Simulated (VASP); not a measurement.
Here is the system:

```
CELL_PARAMETERS angstrom
      0.00000     3.43195     3.43195
      3.43195     0.00000     3.43195
      3.43195     3.43195     0.00000
ATOMIC_POSITIONS crystal
  Sr 0.00000 0.00000 0.00000
  Cl 0.25000 0.25000 0.25000
  Cl 0.75000 0.75000 0.75000
```

Computed with revTPSS meta-GGA, VASP's PBE PAW potentials (set 64) (plane waves; VASP 6.6.1). Settings: 520 eV cut-off, 6×6×6 Γ-centred mesh, Gaussian smearing of 0.050 eV, potentials Sr_sv Cl.

### Question
Estimate the energy per atom (σ→0), pressure, band gap (on the k-mesh) with the smallest direct gap where there is one.

### Answer

```yaml
band gap (on the k-mesh): 5.72 eV
smallest direct gap (on the k-mesh): 5.72 eV
energy per atom (σ→0): -1775 meV/atom
pressure: 2.62 GPa
```

The absolute energy has meaning only against runs of the same code, potentials and settings.

The compound is SrCl2 in the fluorite structure. This cell is one point of a volume scan, at 0.94 of the reference volume.
